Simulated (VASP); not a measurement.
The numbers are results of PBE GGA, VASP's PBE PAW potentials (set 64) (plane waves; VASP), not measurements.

A VASP calculation is set up with these files.

**POSCAR**
```
BaTiO3
1
    4.0292955838     0.0000000000     0.0000000000
    0.0000000000     4.0292955838     0.0000000000
    0.0000000000     0.0000000000     4.0292955838
Ba Ti O
1 1 3
Direct
  0.0000000000   0.0000000000   0.0000000000
  0.5000000000   0.5000000000   0.5000000000
  0.5000000000   0.0000000000   0.5000000000
  0.0000000000   0.5000000000   0.5000000000
  0.5000000000   0.5000000000   0.0000000000
```

**KPOINTS**
```
Automatic mesh
0
Gamma
6 6 6
0 0 0
```

**INCAR**
```
LWAVE = .False.
LASPH = .True.   # aspherical one-centre terms
PREC = Accurate
GGA = PE   # PBE
LMAXMIX = 4   # l cut-off of mixed one-centre charges
LREAL = .False.   # projection in real space or not
LCHARG = .False.
ALGO = Normal
EDIFFG = -0.02   # ionic stop
NSW = 40   # most ionic steps
IBRION = 2   # conjugate gradients
ISIF = 3
NELM = 100   # most electronic steps
SYSTEM = BaTiO3
EDIFF = 1E-6
ENCUT = 620
SIGMA = 0.05
ISMEAR = 0
```

POTCAR, in this order: Ba_sv Ti_sv O (PBE.64 set). Program: vasp_std.

Unless said otherwise, spin-orbit coupling is left out, though it shifts the bands of the heavy elements here.

Task: Predict the energy per atom (σ→0), volume per atom, band gap (on the k-mesh).

Result: 
The energy per atom (σ→0) is -7.999 eV/atom and the band gap (on the k-mesh) is 1.70 eV. The volume per atom comes out as 13.10 Å^3/atom.

**OSZICAR**
```
...
DAV:   2    -0.399937636266E+02    0.63316E-03   -0.23419E-03  1128   0.450E-01    0.756E-02
DAV:   3    -0.399936785467E+02    0.85080E-04   -0.63541E-04  1176   0.153E-01    0.243E-02
DAV:   4    -0.399936746693E+02    0.38773E-05   -0.11549E-04  1440   0.667E-02    0.152E-02
DAV:   5    -0.399936793195E+02   -0.46501E-05   -0.13118E-05  1352   0.286E-02    0.922E-03
DAV:   6    -0.399936843179E+02   -0.49984E-05   -0.89673E-06  1184   0.152E-02    0.709E-03
DAV:   7    -0.399936868871E+02   -0.25692E-05   -0.25302E-06  1024   0.104E-02    0.111E-03
DAV:   8    -0.399936868808E+02    0.63246E-08   -0.20513E-07   504   0.291E-03
   3 F= -.39993687E+02 E0= -.39993687E+02  d E =-.811655E-04
```

The compound is BaTiO3 in the cubic perovskite structure, the ideal cubic form; the compound distorts at low or room temperature. This run relaxes it. Symmetry was kept, so distortions that lower it aren't found.
